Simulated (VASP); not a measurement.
Data:

```yaml
crystal:
  lattice:
    - [2.06295, -3.57314, 0.00000]
    - [2.06295, 3.57314, 0.00000]
    - [0.00000, 0.00000, 6.70342]
  atoms:
    - { symbol: Cd, position: [0.66667, 0.33333, 0.50002] }
    - { symbol: Cd, position: [0.33333, 0.66667, 0.00002] }
    - { symbol: S, position: [0.66667, 0.33333, 0.87698] }
    - { symbol: S, position: [0.33333, 0.66667, 0.37698] }
```

The numbers are results of PBEsol GGA, VASP's PBE PAW potentials (set 64) (plane waves; VASP), not measurements. Settings: 400 eV cut-off, 7×7×4 Γ-centred mesh, tetrahedra with Blöchl corrections, potentials Cd S.

The cores are frozen, which limits the accuracy of field gradients.

### Question
Give the principal components of the electric field gradient (V/Å²) and the asymmetry η at each nucleus.

### Answer

```
atom   Vxx   Vyy   Vzz     η
----  ----  ----  ----  ----
Cd1   -1.8  -1.8   3.7  0.00
Cd2   -1.8  -1.8   3.7  0.00
S3     0.2   0.2  -0.4     -
S4     0.2   0.2  -0.4     -
```

The compound is CdS in the wurtzite structure. It was relaxed first.
